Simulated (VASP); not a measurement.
VASP input:

POSCAR:
```
SrCl2
1
    0.0000000000     3.5598247408     3.5598174198
    3.5597739852     0.0000000000     3.5598676596
    3.5598441548     3.5598534509     0.0000000000
Sr Cl
1 2
Direct
  0.0000000000   0.0000000000   0.0000000000
  0.2500000000   0.2500000000   0.2500000000
  0.7500000000   0.7500000000   0.7500000000
```

File KPOINTS:
```
Automatic mesh
0
Gamma
4 4 4
0 0 0
```

INCAR:
```
SYSTEM = SrCl2
PREC = Accurate
ENCUT = 400
EDIFF = 1E-6
NELM = 100
ALGO = Normal
LREAL = .FALSE.
LASPH = .TRUE.
ISMEAR = 0
SIGMA = 0.05
GGA = PE
LMAXMIX = 4
LWAVE = .FALSE.
LCHARG = .FALSE.
ISIF = 2
```

POTCAR, in this order: Sr_sv Cl (PBE.64 set). Program: vasp_std.

Question: One choice in this input is risky. Which, and does it do harm here?

Answer: The risk: the lattice vectors carry noise near SYMPREC. Here it does no harm: the run (PBE GGA, plane waves, VASP's PBE PAW potentials (set 64)) converges to the same energy and pressure as with the safe setting.
### OSZICAR
```
       N       E                     dE             d eps       ncg     rms          rms(c)
DAV:   1     0.136107238535E+03    0.13611E+03   -0.10183E+04   256   0.110E+03
DAV:   2    -0.414284227188E+01   -0.14025E+03   -0.13688E+03   328   0.226E+02
DAV:   3    -0.128851665297E+02   -0.87423E+01   -0.87361E+01   352   0.626E+01
DAV:   4    -0.130803538844E+02   -0.19519E+00   -0.19514E+00   448   0.806E+00
DAV:   5    -0.130863227462E+02   -0.59689E-02   -0.59686E-02   368   0.900E-01    0.114E+01
DAV:   6    -0.127631825143E+02    0.32314E+00   -0.87477E-01   336   0.521E+00    0.755E+00
DAV:   7    -0.127706309031E+02   -0.74484E-02   -0.45578E-01   408   0.404E+00    0.216E+00
DAV:   8    -0.127782724322E+02   -0.76415E-02   -0.59129E-02   312   0.145E+00    0.294E-01
DAV:   9    -0.127799407904E+02   -0.16684E-02   -0.31945E-03   376   0.326E-01    0.113E-01
DAV:  10    -0.127812509393E+02   -0.13101E-02   -0.11400E-03   288   0.219E-01    0.319E-02
DAV:  11    -0.127813288235E+02   -0.77884E-04   -0.86683E-05   392   0.543E-02    0.339E-02
DAV:  12    -0.127813430683E+02   -0.14245E-04   -0.13125E-05   280   0.213E-02    0.109E-02
DAV:  13    -0.127813456708E+02   -0.26025E-05   -0.76022E-06   368   0.145E-02    0.258E-03
DAV:  14    -0.127813456153E+02    0.55493E-07   -0.23080E-07   240   0.355E-03
   1 F= -.12781346E+02 E0= -.12781346E+02  d E =-.154785E-14
```

The compound is SrCl2 in the fluorite structure. The cell was not relaxed at this level.
